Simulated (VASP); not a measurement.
A 79-atom supercell of Al$_{2}$O$_{3}$ (corundum) holds O vacancy in charge state +0. It is relaxed twice, with the total moment held at 0 and at 2 μB. The numbers are results of PBE GGA, VASP's PBE PAW potentials (set 64) (plane waves; VASP), not measurements. Run with PREC = Normal, LREAL = Auto, ISYM = 0, EDIFF = 1E-5, 400 eV cut-off, 1×1×1 Γ-centred mesh, Gaussian smearing of 0.050 eV, potentials Al O.

The supercell is sampled at Γ alone, which is coarse: total energies, pressure and levels can be off, energies of defects by several tenths of an eV.

Task: Which spin state lies lower, and by how much?

Result: The state with 0 μB lies lower, by 3.20 eV.

The cell is a supercell with a defect, built from Al2O3 (corundum).
